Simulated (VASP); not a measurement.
# BN (Qingsongite): structure and properties in VASP, part 3 of 6

What structure and properties does r2SCAN give BN (Qingsongite), and how near are they to the measured ones? The start is a cell from a database of measured crystal structures.

VASP 6.6.1, plane waves and PAW; the level of theory is named at each step.

So far, gap on the k-mesh (eV): step 2 (relaxing cell and atoms (r2SCAN)) 5.09; step 3 (single point with fields (r2SCAN)) 5.09; step 5 (total and projected DOS (r2SCAN)) 4.98.

### Step 6. Vibrations at Γ (r2SCAN)

Level of this step: r2SCAN; plane waves and PAW (B, N) (VASP).

Zone-centre modes test whether the atoms sit at a minimum within this cell. IBRION = 6 takes the force constants from differences of forces between displaced cells, so the forces must be tight.

INCAR reads:

```
SYSTEM = BN
PREC = Accurate
ENCUT = 520
EDIFF = 1E-08
NELM = 100
ISMEAR = 0
SIGMA = 0.05
LREAL = .FALSE.
ALGO = Normal
METAGGA = R2SCAN
LASPH = .TRUE.
NBANDS = 10
LORBIT = 11
LWAVE = .FALSE.
LCHARG = .FALSE.
KPAR = 2
IBRION = 6
NFREE = 2
POTIM = 0.015
ISIF = 2
NSW = 1
```

POSCAR reads:

```
BN
1.0
    0.0000000000      1.8065386332      1.8065386332
    1.8065386332      0.0000000000      1.8065386332
    1.8065386332      1.8065386332      0.0000000000
B N
1 1
Direct
    0.0000000000      0.0000000000      0.0000000000
    0.2500000000      0.2500000000      0.2500000000
```

KPOINTS reads:

```
Automatic mesh
0
Gamma
11 11 11
0 0 0
```

Potentials, in the order of the species: B and N (PBE family, release 64).

On the command line:

```
$ mpirun -np 2 vasp_std
```

What it wrote:

```text
[... set-up lines as in an earlier step ...]
 entering main loop
       N       E                     dE             d eps       ncg     rms          rms(c)
DAV:   1     0.904430911182E+01    0.90443E+01   -0.53323E+03  1120   0.823E+02
[... 1 cycle as in an earlier step ...]
DAV:   3    -0.224167671453E+02   -0.55901E+00   -0.55835E+00  1332   0.217E+01
DAV:   4    -0.224175530938E+02   -0.78595E-03   -0.78594E-03  1208   0.888E-01
DAV:   5    -0.224175539076E+02   -0.81373E-06   -0.81373E-06  1284   0.289E-02    0.662E+00
[... 3 cycles as in an earlier step ...]
DAV:   9    -0.191717998742E+02    0.49945E-03   -0.61056E-03  1318   0.569E-01    0.959E-02
[... 1 cycle as in an earlier step ...]
DAV:  11    -0.191718018872E+02   -0.97155E-06   -0.42568E-05  1230   0.535E-02    0.835E-03
DAV:  12    -0.191718028078E+02   -0.92054E-06   -0.12541E-06  1268   0.108E-02    0.170E-03
DAV:  13    -0.191718029084E+02   -0.10061E-06   -0.27129E-07  1242   0.355E-03    0.885E-04
DAV:  14    -0.191718029346E+02   -0.26218E-07   -0.12877E-08   714   0.107E-03    0.289E-04
DAV:  15    -0.191718029335E+02    0.10431E-08   -0.11809E-09   624   0.300E-04
   1 F= -.19171803E+02 E0= -.19171803E+02  d E =-.209149E-11
 Found     2 degrees of freedom:
 Finite differences POTIM= 0.01500 DOF=   2
 bond charge predicted
       N       E                     dE             d eps       ncg     rms          rms(c)
DAV:   1    -0.191687728936E+02    0.30300E-02   -0.16554E-01  4366   0.326E+00    0.993E-02
DAV:   2    -0.191690570891E+02   -0.28420E-03   -0.13050E-03  4924   0.387E-01    0.592E-02
DAV:   3    -0.191690646749E+02   -0.75858E-05   -0.79021E-05  4840   0.833E-02    0.862E-03
DAV:   4    -0.191690668761E+02   -0.22012E-05   -0.49859E-06  4954   0.235E-02    0.330E-03
DAV:   5    -0.191690675104E+02   -0.63432E-06   -0.64964E-07  4668   0.756E-03    0.655E-04
DAV:   6    -0.191690675187E+02   -0.82733E-08   -0.32236E-08  4886   0.179E-03
   2 F= -.19169068E+02 E0= -.19169068E+02  d E =-.524748E-15
[...]
3 F= -.19169068E+02 E0= -.19169068E+02  d E =-.527397E-15
[...]
4 F= -.19169068E+02 E0= -.19169068E+02  d E =-.527660E-15
 Finite differences progress:
  Degree of freedom:   2/  2
  Displacement:        1/  2
  Total:               3/  4
 bond charge predicted
       N       E                     dE             d eps       ncg     rms          rms(c)
DAV:   1    -0.191698109967E+02   -0.74296E-03   -0.23922E+00  4342   0.117E+01    0.329E-01
DAV:   2    -0.191694715768E+02    0.33942E-03   -0.12662E-02  4940   0.118E+00    0.192E-01
DAV:   3    -0.191690729933E+02    0.39858E-03   -0.28086E-03  4628   0.447E-01    0.418E-02
DAV:   4    -0.191690700419E+02    0.29514E-05   -0.12592E-04  4892   0.117E-01    0.312E-02
DAV:   5    -0.191690680750E+02    0.19669E-05   -0.15252E-05  4788   0.373E-02    0.678E-03
DAV:   6    -0.191690679999E+02    0.75180E-07   -0.37148E-06  4922   0.179E-02    0.382E-03
DAV:   7    -0.191690680315E+02   -0.31634E-07   -0.20939E-07  4742   0.430E-03    0.129E-03
DAV:   8    -0.191690680252E+02    0.62821E-08   -0.10431E-08  2596   0.963E-04
   5 F= -.19169068E+02 E0= -.19169068E+02  d E =-.526604E-15
 Finite differences progress:
  Degree of freedom:   2/  2
  Displacement:        2/  2
  Total:               4/  4
```

Run time: 3.3 min. Hardware: 2 MPI ranks of AMD EPYC 7R43, shared host; peak memory 0.28 GiB.

OUTCAR, selected parts (step 6):

```text
   NELECT =       8.0000    total number of electrons

 E-fermi :   7.6462

 k-point     1 :       0.0000    0.0000    0.0000
  band No.  band energies     occupation
      1     -14.0478      2.00000
      2       7.1198      2.00000
      3       7.2642      2.00000
      4       7.3991      2.00000
      5      16.6949      0.00000
      6      16.7922      0.00000
      7      16.9058      0.00000
      8      18.3529      0.00000
      9      33.4237      0.00000
    ...

  Total        0.0049371      0.0070085      0.0070085      0.0000000      0.0136803      0.0000000
  in kB        0.6708210      0.9522841      0.9522841      0.0000000      1.8588043      0.0000000
  external PRESSURE =       0.8584631 kB  Pullay stress =       0.0000000 kB

 POSITION                                       TOTAL-FORCE (eV/Angst)
 -----------------------------------------------------------------------------------
      0.00000      0.00000      0.00000        -0.364629      0.000000      0.000000
      0.88827      0.90327      0.90327         0.364629     -0.000000     -0.000000
 -----------------------------------------------------------------------------------
    total drift:                                0.000024     -0.000001     -0.000001

  FREE ENERGIE OF THE ION-ELECTRON SYSTEM (eV)
  ---------------------------------------------------
  free  energy   TOTEN  =       -19.1690680252 eV

  energy  without entropy=      -19.1690680252  energy(sigma->0) =      -19.16906803

 Eigenvectors and eigenvalues of the dynamical matrix
 ----------------------------------------------------

   1 f  =   31.206413 THz   196.075674 2PiTHz 1040.933880 cm-1   129.059295 meV
             X         Y         Z           dx          dy          dz
      0.000000  0.000000  0.000000    -0.000000   -0.751183    0.000000
      0.903269  0.903269  0.903269    -0.000000    0.660094    0.000000

   2 f  =   31.206413 THz   196.075674 2PiTHz 1040.933880 cm-1   129.059295 meV
             X         Y         Z           dx          dy          dz
      0.000000  0.000000  0.000000    -0.000000   -0.000000   -0.751183
      0.903269  0.903269  0.903269     0.000000   -0.000000    0.660094

   3 f  =   31.206413 THz   196.075674 2PiTHz 1040.933880 cm-1   129.059295 meV
             X         Y         Z           dx          dy          dz
      0.000000  0.000000  0.000000     0.751183   -0.000000    0.000000
      0.903269  0.903269  0.903269    -0.660094    0.000000    0.000000

   4 f/i=    0.000237 THz     0.001491 2PiTHz    0.007915 cm-1     0.000981 meV
             X         Y         Z           dx          dy          dz
      0.000000  0.000000  0.000000    -0.399883   -0.522739    0.050605
      0.903269  0.903269  0.903269    -0.455065   -0.594874    0.057588

   5 f/i=    0.000237 THz     0.001491 2PiTHz    0.007915 cm-1     0.000981 meV
             X         Y         Z           dx          dy          dz
      0.000000  0.000000  0.000000    -0.524547    0.400671   -0.006147
      0.903269  0.903269  0.903269    -0.596931    0.455961   -0.006995

   6 f/i=    0.000237 THz     0.001491 2PiTHz    0.007915 cm-1     0.000981 meV
             X         Y         Z           dx          dy          dz
      0.000000  0.000000  0.000000     0.025849    0.043937    0.658123
      0.903269  0.903269  0.903269     0.029416    0.050000    0.748940

 ELASTIC MODULI CONTR FROM IONIC RELAXATION (kBar)
 Direction    XX          YY          ZZ          XY          YZ          ZX
 --------------------------------------------------------------------------------
 XX          -0.0000      0.0000      0.0000      0.0000     -0.0000      0.0000
 YY           0.0000     -0.0000     -0.0000      0.0000      0.0000      0.0000
 ZZ           0.0000     -0.0000     -0.0000     -0.0000      0.0000      0.0000
 XY           0.0000      0.0000     -0.0000     -4.6774      0.0000      0.0000
 YZ          -0.0000      0.0000      0.0000      0.0000     -4.6774      0.0000
 ZX           0.0000      0.0000      0.0000      0.0000      0.0000     -4.6774
 --------------------------------------------------------------------------------

[... 8 parts as in an earlier step ...]

[... 9 further parts left out ...]
```

CONTCAR:

```
BN
   1.00000000000000
     0.0000000000000000    1.8065386332000000    1.8065386332000000
     1.8065386332000000    0.0000000000000000    1.8065386332000000
     1.8065386332000000    1.8065386332000000    0.0000000000000000
  B               N
     1     1
Direct
     0.0000000000000000    0.0000000000000000    0.0000000000000000
     0.2541515857243057    0.2458484142756942    0.2458484142756942
```

The last energy, forces, stress and levels in OUTCAR belong to the last displaced cell, not to the cell of POSCAR.

Numbers from this step:

```yaml
bands: 10
irreducible_k_points: 56
pressure_of_the_cell: 0.02041 GPa
largest_force_of_the_cell: 0 eV/Å
```

Transverse limit, no LO-TO splitting. Modes at Γ, with each element's share of the kinetic energy:

```
mode  frequency (cm⁻¹)  symmetry  B %  N %
   1               0.0  acoustic   44   56
   2               0.0  acoustic   44   56
   3               0.0  acoustic   44   56
   4            1040.9        T2   56   44
   5            1040.9        T2   56   44
   6            1040.9        T2   56   44
```

Displacements in mode 6 (1040.9 cm⁻¹), the largest set to 1:
```
B1   0.00 -1.00  0.00
N2   0.00  0.77  0.00
```

The three acoustic modes come out at zero, and all others are real. By the characters of their eigenvectors the optical modes sort into (cm⁻¹) Raman active: T2 1041; infrared active: T2 1041.

### Step 7. Volume scan with r2SCAN

An equation of state needs energies on both sides of the minimum, all on one mesh and cutoff.

INCAR, as its differences from that of step 6:

```diff
@@ -3,3 +3,3 @@
 ENCUT = 520
-EDIFF = 1E-08
+EDIFF = 1E-06
 NELM = 100
@@ -16,6 +16,2 @@
 KPAR = 2
-IBRION = 6
-NFREE = 2
-POTIM = 0.015
 ISIF = 2
-NSW = 1
```

POSCAR reads:

```
BN
1.0
    0.0000000000      1.7696601499      1.7696601499
    1.7696601499      0.0000000000      1.7696601499
    1.7696601499      1.7696601499      0.0000000000
B N
1 1
Direct
    0.0000000000      0.0000000000      0.0000000000
    0.2500000000      0.2500000000      0.2500000000
```

KPOINTS is that of step 6.

On the command line:

```
$ mpirun -np 2 vasp_std
```

What it wrote:

```text
[... set-up lines as in an earlier step ...]
 entering main loop
       N       E                     dE             d eps       ncg     rms          rms(c)
DAV:   1     0.738024545429E+01    0.73802E+01   -0.52890E+03  1144   0.823E+02
DAV:   2    -0.219109552170E+02   -0.29291E+02   -0.28158E+02  1350   0.179E+02
DAV:   3    -0.224227880669E+02   -0.51183E+00   -0.51110E+00  1338   0.211E+01
DAV:   4    -0.224233725327E+02   -0.58447E-03   -0.58445E-03  1228   0.773E-01
DAV:   5    -0.224233730705E+02   -0.53780E-06   -0.53776E-06  1284   0.239E-02    0.700E+00
DAV:   6    -0.191306324330E+02    0.32927E+01   -0.18737E+00  1188   0.893E+00    0.384E+00
DAV:   7    -0.191153382022E+02    0.15294E-01   -0.32706E-01  1196   0.455E+00    0.191E+00
DAV:   8    -0.191135553418E+02    0.17829E-02   -0.49938E-02  1204   0.157E+00    0.184E-01
DAV:   9    -0.191128557750E+02    0.69957E-03   -0.60026E-03  1326   0.581E-01    0.950E-02
DAV:  10    -0.191128955616E+02   -0.39787E-04   -0.31147E-04  1232   0.163E-01    0.332E-02
DAV:  11    -0.191128943331E+02    0.12285E-05   -0.36942E-05  1242   0.471E-02    0.866E-03
DAV:  12    -0.191128951438E+02   -0.81072E-06   -0.18941E-06   742   0.120E-02
   1 F= -.19112895E+02 E0= -.19112895E+02  d E =-.595645E-11
```

The job ended after 20 s (2 MPI ranks; peak memory 0.18 GiB; 38 s of CPU time).

Parts of OUTCAR (step 7):

```text
   ENCUT  =  520.0 eV  38.22 Ry    6.18 a.u.   4.65  4.65  4.65*2*pi/ulx,y,z

   NELECT =       8.0000    total number of electrons

 E-fermi :   8.2455

 k-point     1 :       0.0000    0.0000    0.0000
  band No.  band energies     occupation
      1     -14.0031      2.00000
      2       8.0443      2.00000
      3       8.0443      2.00000
      4       8.0443      2.00000
      5      17.8823      0.00000
      6      17.8823      0.00000
      7      17.8823      0.00000
      8      20.2188      0.00000
      9      35.4510      0.00000
    ...

  Total        1.8751880      1.8751880      1.8751880      0.0000000      0.0000000      0.0000000
  in kB      271.0539822    271.0539822    271.0539822      0.0000000      0.0000000      0.0000000
  external PRESSURE =     271.0539822 kB  Pullay stress =       0.0000000 kB

 POSITION                                       TOTAL-FORCE (eV/Angst)
 -----------------------------------------------------------------------------------
      0.00000      0.00000      0.00000         0.000000      0.000000      0.000000
      0.88483      0.88483      0.88483        -0.000000     -0.000000     -0.000000
 -----------------------------------------------------------------------------------
    total drift:                                0.000000      0.000000      0.000000

  FREE ENERGIE OF THE ION-ELECTRON SYSTEM (eV)
  ---------------------------------------------------
  free  energy   TOTEN  =       -19.1128951438 eV

  energy  without entropy=      -19.1128951438  energy(sigma->0) =      -19.11289514

[... 4 parts as in an earlier step ...]

[... 12 further parts left out ...]
```

The scan keeps the cell's shape and the fractional positions fixed.

This step gave:

| Property | Result |
| --- | --- |
| free energy (TOTEN) | -19.11 eV |
| Fermi energy | 8.245 eV |
| pressure | 27.11 GPa |
| conduction bottom at k | 0.4545, 0.4545, 0 |
| gap on the k-mesh | 5.167 eV |
| least direct gap on the k-mesh | 9.838 eV |

The pressure here is 27.11 GPa.

### Step 8. Volume scan with r2SCAN (run 2)

INCAR is that of step 7.

POSCAR reads:

```
BN
1.0
    0.0000000000      1.7821229560      1.7821229560
    1.7821229560      0.0000000000      1.7821229560
    1.7821229560      1.7821229560      0.0000000000
B N
1 1
Direct
    0.0000000000      0.0000000000      0.0000000000
    0.2500000000      0.2500000000      0.2500000000
```

KPOINTS is that of step 7.

On the command line:

```
$ mpirun -np 2 vasp_std
```

What it wrote:

```text
[... set-up lines as in an earlier step ...]
 entering main loop
       N       E                     dE             d eps       ncg     rms          rms(c)
DAV:   1     0.573950652291E+01    0.57395E+01   -0.52755E+03  1160   0.822E+02
DAV:   2    -0.219199542068E+02   -0.27659E+02   -0.26774E+02  1382   0.176E+02
DAV:   3    -0.224321330737E+02   -0.51218E+00   -0.51079E+00  1316   0.201E+01
DAV:   4    -0.224328557520E+02   -0.72268E-03   -0.72266E-03  1218   0.797E-01
DAV:   5    -0.224328564224E+02   -0.67042E-06   -0.67029E-06  1312   0.252E-02    0.686E+00
DAV:   6    -0.191592539134E+02    0.32736E+01   -0.18955E+00  1182   0.886E+00    0.375E+00
DAV:   7    -0.191478884254E+02    0.11365E-01   -0.30607E-01  1202   0.440E+00    0.189E+00
DAV:   8    -0.191465724834E+02    0.13159E-02   -0.48202E-02  1214   0.153E+00    0.178E-01
DAV:   9    -0.191459465664E+02    0.62592E-03   -0.60849E-03  1316   0.578E-01    0.955E-02
DAV:  10    -0.191459712859E+02   -0.24720E-04   -0.35437E-04  1234   0.167E-01    0.324E-02
DAV:  11    -0.191459708924E+02    0.39347E-06   -0.38750E-05  1240   0.495E-02    0.854E-03
DAV:  12    -0.191459717602E+02   -0.86778E-06   -0.15802E-06   748   0.114E-02
   1 F= -.19145972E+02 E0= -.19145972E+02  d E =-.230081E-21
```

Run time: 19 s. Hardware: 2 MPI ranks; peak memory 0.18 GiB; 36 s of CPU time.

OUTCAR, selected parts (step 8):

```text
   ENCUT  =  520.0 eV  38.22 Ry    6.18 a.u.   4.69  4.69  4.69*2*pi/ulx,y,z

   NELECT =       8.0000    total number of electrons

 E-fermi :   8.0910

 k-point     1 :       0.0000    0.0000    0.0000
  band No.  band energies     occupation
      1     -14.0184      2.00000
      2       7.7742      2.00000
      3       7.7742      2.00000
      4       7.7742      2.00000
      5      17.5086      0.00000
      6      17.5086      0.00000
      7      17.5086      0.00000
      8      19.5748      0.00000
      9      34.7531      0.00000
    ...

  Total        1.2160839      1.2160839      1.2160839     -0.0000000     -0.0000000      0.0000000
  in kB      172.1199174    172.1199174    172.1199174     -0.0000000     -0.0000000      0.0000000
  external PRESSURE =     172.1199174 kB  Pullay stress =       0.0000000 kB

 POSITION                                       TOTAL-FORCE (eV/Angst)
 -----------------------------------------------------------------------------------
      0.00000      0.00000      0.00000        -0.000000     -0.000000     -0.000000
      0.89106      0.89106      0.89106         0.000000      0.000000      0.000000
 -----------------------------------------------------------------------------------
    total drift:                                0.000000      0.000000      0.000000

  FREE ENERGIE OF THE ION-ELECTRON SYSTEM (eV)
  ---------------------------------------------------
  free  energy   TOTEN  =       -19.1459717602 eV

  energy  without entropy=      -19.1459717602  energy(sigma->0) =      -19.14597176

[... 4 parts as in an earlier step ...]

[... 12 further parts left out ...]
```

This step gave:

```yaml
free_energy_toten: -19.15 eV
fermi_energy: 8.091 eV
pressure: 17.21 GPa
gap_on_the_k_mesh: 5.140 eV
least_direct_gap_on_the_k_mesh: 9.734 eV
```

The pressure falls from 27.11 to 17.21 GPa.

The run ends at a pressure of 17.21 GPa.

### Step 9. Volume scan with r2SCAN (run 3)

INCAR is that of step 8.

POSCAR reads:

```
BN
1.0
    0.0000000000      1.7944138475      1.7944138475
    1.7944138475      0.0000000000      1.7944138475
    1.7944138475      1.7944138475      0.0000000000
B N
1 1
Direct
    0.0000000000      0.0000000000      0.0000000000
    0.2500000000      0.2500000000      0.2500000000
```

KPOINTS is that of step 8.

On the command line:

```
$ mpirun -np 2 vasp_std
```

What it wrote:

```text
[... set-up lines as in an earlier step ...]
 entering main loop
       N       E                     dE             d eps       ncg     rms          rms(c)
DAV:   1     0.747116966068E+01    0.74712E+01   -0.51623E+03  1152   0.814E+02
DAV:   2    -0.219627233391E+02   -0.29434E+02   -0.28202E+02  1374   0.177E+02
DAV:   3    -0.224300248343E+02   -0.46730E+00   -0.46669E+00  1308   0.203E+01
DAV:   4    -0.224305627851E+02   -0.53795E-03   -0.53794E-03  1214   0.760E-01
[...]
DAV:  10    -0.191652106797E+02   -0.11953E-04   -0.39219E-04  1224   0.171E-01    0.318E-02
DAV:  11    -0.191652109439E+02   -0.26417E-06   -0.40466E-05  1266   0.515E-02    0.843E-03
DAV:  12    -0.191652118414E+02   -0.89756E-06   -0.13876E-06   714   0.110E-02
   1 F= -.19165212E+02 E0= -.19165212E+02  d E =-.305662E-15
```

Run time: 19 s. Hardware: 2 MPI ranks; peak memory 0.18 GiB.

Parts of OUTCAR (step 9):

```text
  Total        0.5914636      0.5914636      0.5914636      0.0000000      0.0000000     -0.0000000
  in kB       82.0050884     82.0050884     82.0050884      0.0000000      0.0000000     -0.0000000
  external PRESSURE =      82.0050884 kB  Pullay stress =       0.0000000 kB

 POSITION                                       TOTAL-FORCE (eV/Angst)
 -----------------------------------------------------------------------------------
      0.00000      0.00000      0.00000         0.000000      0.000000      0.000000
      0.89721      0.89721      0.89721        -0.000000     -0.000000     -0.000000
 -----------------------------------------------------------------------------------
    total drift:                                0.000000      0.000000      0.000000

  FREE ENERGIE OF THE ION-ELECTRON SYSTEM (eV)
  ---------------------------------------------------
  free  energy   TOTEN  =       -19.1652118414 eV

  energy  without entropy=      -19.1652118414  energy(sigma->0) =      -19.16521184

[... 1 part as in an earlier step ...]

[... 2 further parts left out ...]
[key lines of the parts left out:]
E-fermi :   7.7685
```

The pressure falls from 17.21 to 8.20 GPa.

The run ends at a pressure of 8.20 GPa.

(Part 3 of 6 ends here.)

[Lines on the potential files, build, host, timing and source positions are cut from VASP's logs without a mark.]

[Logs are printed without paths, hosts, clocks, repeated set-up lines and the standing remarks that a program may print on its own settings, such as how far it seeks lower states.]

[Hosts, paths, dates, database ids (printed as entryN), source tags and the programs' standing remarks are cut or masked in the printed files.]

[Measured values are set beside computed ones only where the two were judged alike; some that the calculation misses by far are left out.]

[In band tables of VASP the shares of atoms and orbitals are scaled to a sum of 1 inside the atoms' spheres.]
